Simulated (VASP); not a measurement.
Output of a VASP run:

OUTCAR:
```
 ion  position               nearest neighbor table
   1  0.000  0.000  0.000-
  LATTYP: Found a face centered cubic cell.
 ALAT       =     3.9231068558
 Subroutine PRICEL returns:
 Original cell was already a primitive cell.
 Subroutine GETGRP returns: Found 48 space group operations
The static configuration has the point symmetry O_h .
The dynamic configuration has the point symmetry O_h .
 Subroutine INISYM returns: Found 48 space group operations
 Subroutine IBZKPT returns following result:
 Found    145 irreducible k-points:

 Following reciprocal coordinates:
            Coordinates               Weight
  0.000000  0.000000  0.000000      1.000000
  0.062500  0.000000  0.000000      8.000000
  0.125000  0.000000  0.000000      8.000000
  0.187500  0.000000  0.000000      8.000000
  0.250000  0.000000  0.000000      8.000000
  0.312500  0.000000  0.000000      8.000000
  0.375000  0.000000  0.000000      8.000000
  0.437500  0.000000  0.000000      8.000000
  0.500000  0.000000  0.000000      4.000000
  0.062500  0.062500  0.000000      6.000000
  0.125000  0.062500  0.000000     24.000000
  0.187500  0.062500  0.000000     24.000000
  0.250000  0.062500  0.000000     24.000000
  0.312500  0.062500  0.000000     24.000000
  0.375000  0.062500  0.000000     24.000000
  0.437500  0.062500  0.000000     24.000000
  0.500000  0.062500  0.000000     24.000000
 -0.437500  0.062500  0.000000     24.000000
 -0.375000  0.062500  0.000000     24.000000
 -0.312500  0.062500  0.000000     24.000000
 -0.250000  0.062500  0.000000     24.000000
 -0.187500  0.062500  0.000000     24.000000
 -0.125000  0.062500  0.000000     24.000000
 -0.062500  0.062500  0.000000     12.000000
  0.125000  0.125000  0.000000      6.000000
  0.187500  0.125000  0.000000     24.000000
  0.250000  0.125000  0.000000     24.000000
  0.312500  0.125000  0.000000     24.000000
  0.375000  0.125000  0.000000     24.000000
  0.437500  0.125000  0.000000     24.000000
  0.500000  0.125000  0.000000     24.000000
 -0.437500  0.125000  0.000000     24.000000
 -0.375000  0.125000  0.000000     24.000000
 -0.312500  0.125000  0.000000     24.000000
 -0.250000  0.125000  0.000000     24.000000
 -0.187500  0.125000  0.000000     24.000000
 -0.125000  0.125000  0.000000     12.000000
  0.187500  0.187500  0.000000      6.000000
  0.250000  0.187500  0.000000     24.000000
  0.312500  0.187500  0.000000     24.000000
   k-points           NKPTS =    145   k-points in BZ     NKDIM =    145   number of bands    NBANDS=      8
   number of dos      NEDOS =    301   number of ions     NIONS =      1
   total plane-waves  NPLWV =  13824
   dimension x,y,z NGX =    24 NGY =   24 NGZ =   24
   dimension x,y,z NGXF=    48 NGYF=   48 NGZF=   48
   ions per type =               1
   PREC   = accura    normal or accurate (medium, high low for compatibility)
   ISTART =      0    job   : 0-new  1-cont  2-samecut
   ICHARG =      2    charge: 1-file 2-atom 10-const
   ISPIN  =      1    spin polarized calculation?
   LNONCOLLINEAR =      F non collinear calculations
   LSORBIT =      F    spin-orbit coupling
   INIWAV =      1    electr: 0-lowe 1-rand  2-diag
   ENCUT  =  520.0 eV  38.22 Ry    6.18 a.u.   5.16  5.16  5.16*2*pi/ulx,y,z
   NELM   =    100;   NELMIN=  2; NELMDL= -5     # of ELM steps
   EDIFF  = 0.1E-06   stopping-criterion for ELM
   LREAL  =      F    real-space projection
   NLSPLINE    = F    spline interpolate recip. space projectors
   LMAXMIX     =    6 max onsite mixed and CHGCAR
   VOSKOWN=      0    Vosko Wilk Nusair interpolation
   EDIFFG = 0.1E-05   stopping-criterion for IOM
   NSW    =      0    number of steps for IOM
   NBLOCK =      1;   KBLOCK =      1    inner block; outer block
   IBRION =     -1    ionic relax: 0-MD 1-quasi-New 2-CG
   NFREE  =      0    steps in history (QN), initial steepest desc. (CG)
...
```

**OSZICAR**
```
       N       E                     dE             d eps       ncg     rms          rms(c)
DAV:   1     0.438231655183E+02    0.43823E+02   -0.44005E+03  2344   0.101E+03
DAV:   2    -0.870671519229E+01   -0.52530E+02   -0.50800E+02  2336   0.207E+02
DAV:   3    -0.940588998354E+01   -0.69917E+00   -0.69749E+00  3392   0.319E+01
DAV:   4    -0.940974724294E+01   -0.38573E-02   -0.38565E-02  2904   0.180E+00
DAV:   5    -0.940978036962E+01   -0.33127E-04   -0.33126E-04  3536   0.104E-01    0.134E+01
DAV:   6    -0.887174443094E+01    0.53804E+00   -0.12835E+00  2720   0.156E+01    0.494E+00
DAV:   7    -0.879313582153E+01    0.78609E-01   -0.29920E-01  3016   0.698E+00    0.142E+00
DAV:   8    -0.878869953855E+01    0.44363E-02   -0.12691E-03  2504   0.495E-01    0.693E-01
DAV:   9    -0.878713604264E+01    0.15635E-02   -0.99890E-04  2928   0.525E-01    0.130E-02
DAV:  10    -0.878714175309E+01   -0.57105E-05   -0.43315E-06  3200   0.216E-02    0.579E-03
DAV:  11    -0.878714242038E+01   -0.66729E-06   -0.27436E-07  3128   0.537E-03    0.690E-04
DAV:  12    -0.878714235733E+01    0.63053E-07   -0.48098E-09  1600   0.909E-04
   1 F= -.87871424E+01 E0= -.87870430E+01  d E =-.298183E-03
```

OUTCAR:
```
------------------------ aborting loop because EDIFF is reached ----------------------------------------
  FORCE on cell =-STRESS in cart. coord.  units (eV):
  Direction    XX          YY          ZZ          XY          YZ          ZX
  --------------------------------------------------------------------------------------
  Total       -0.8585256     -0.8585256     -0.8585256      0.0000000     -0.0000000     -0.0000000
  in kB      -91.1241295    -91.1241295    -91.1241295      0.0000000     -0.0000000     -0.0000000
  external PRESSURE =     -91.1241295 kB  Pullay stress =       0.0000000 kB
  volume of cell :       15.09
      direct lattice vectors                 reciprocal lattice vectors
     0.000000000  1.961553428  1.961553428    -0.254900016  0.254900016  0.254900016
     1.961553428  0.000000000  1.961553428     0.254900016 -0.254900016  0.254900016
     1.961553428  1.961553428  0.000000000     0.254900016  0.254900016 -0.254900016
 POSITION                                       TOTAL-FORCE (eV/Angst)
 -----------------------------------------------------------------------------------
      0.00000      0.00000      0.00000         0.000000      0.000000     -0.000000
 -----------------------------------------------------------------------------------
    total drift:                               -0.000000      0.000000      0.000000
  FREE ENERGIE OF THE ION-ELECTRON SYSTEM (eV)
  ---------------------------------------------------
  free  energy   TOTEN  =        -8.7871423573 eV

  energy  without entropy=       -8.7868441746  energy(sigma->0) =       -8.78704296
```
(Selected blocks of OUTCAR.)

### POSCAR
```
Ir
1
    0.0000000000     1.9615534279     1.9615534279
    1.9615534279     0.0000000000     1.9615534279
    1.9615534279     1.9615534279     0.0000000000
Ir
1
Direct
  0.0000000000   0.0000000000   0.0000000000
```

### Question
Reconstruct the remaining input files.

### Answer
Several could match; the one computed here: the input of the run itself, PW91 GGA, plane waves, VASP's PBE PAW potentials (set 64).

**INCAR**
```
! general
SYSTEM =Ir
PREC   =Accurate
ENCUT  =520
LREAL  =.FALSE.
LASPH  =.TRUE.

! electronic loop
EDIFF  =1E-7
NELM   =100
ALGO   =Normal
LMAXMIX=6

! smearing
ISMEAR =1
SIGMA  =0.1

! functional
GGA    =91

! ions
ISIF   =2

! output
LWAVE  =.FALSE.
LCHARG =.FALSE.
```

File KPOINTS:
```
Automatic mesh
0
Gamma
16 16 16
0 0 0
```

POTCAR, in this order: Ir (PBE.64 set). Program: vasp_std.

The compound is Ir in the fcc structure. This cell is one point of a volume scan, at 1.03 of the reference volume.
